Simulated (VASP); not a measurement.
Calculation: PBE GGA, VASP's PBE PAW potentials (set 64) (plane waves; VASP).

A VASP calculation is set up with these files.

KPOINTS:
```
Regular mesh
0
gamma
12 12 12
0.5 0.5 0.5
```

INCAR:
```
SYSTEM = MgS
PREC = Accurate
ENCUT = 300
EDIFF = 1E-6
NELM = 100
ALGO = Normal
LREAL = .FALSE.
LASPH = .TRUE.
ISMEAR = 0
SIGMA = 0.01
GGA = PE
LWAVE = .FALSE.
LCHARG = .FALSE.
ISIF = 2
```

File POSCAR:
```
MgS
1
    0.0000000000     2.6044000000     2.6044000000
    2.6044000000     0.0000000000     2.6044000000
    2.6044000000     2.6044000000     0.0000000000
Mg S
1 1
Direct
  0.0000000000   0.0000000000   0.0000000000
  0.5000000000   0.5000000000   0.5000000000
```

POTCAR, in this order: Mg S (PBE.64 set). Program: vasp_std.

Problem. Predict the energy per atom (σ→0).

Solution. 
```json
{
 "energy per atom (σ→0)": "-4250 meV/atom"
}
```

OSZICAR:
```
...
DAV:   6    -0.854081167575E+01    0.36478E+00   -0.94343E-01  3032   0.480E+00    0.349E+00
DAV:   7    -0.850044445166E+01    0.40367E-01   -0.23763E-01  3832   0.259E+00    0.231E+00
DAV:   8    -0.850054935692E+01   -0.10491E-03   -0.13210E-02  3448   0.955E-01    0.879E-01
DAV:   9    -0.850037896373E+01    0.17039E-03   -0.52872E-04  3736   0.183E-01    0.269E-01
DAV:  10    -0.850041770375E+01   -0.38740E-04   -0.13889E-04  4080   0.770E-02    0.127E-02
DAV:  11    -0.850041546662E+01    0.22371E-05   -0.19110E-05  3512   0.225E-02    0.105E-02
DAV:  12    -0.850041542968E+01    0.36941E-07   -0.36846E-07  1808   0.524E-03
   1 F= -.85004154E+01 E0= -.85004154E+01  d E =-.494345E-32
```

The structure comes from a computed database's MgS entry; how it stands against other phases isn't given here. The cell was not relaxed at this level. The run is one of a series of settings (KPOINTS 12×12×12 Γ-centred mesh shifted by (0.5, 0.5, 0.5) against the base run), some of them coarse on purpose.
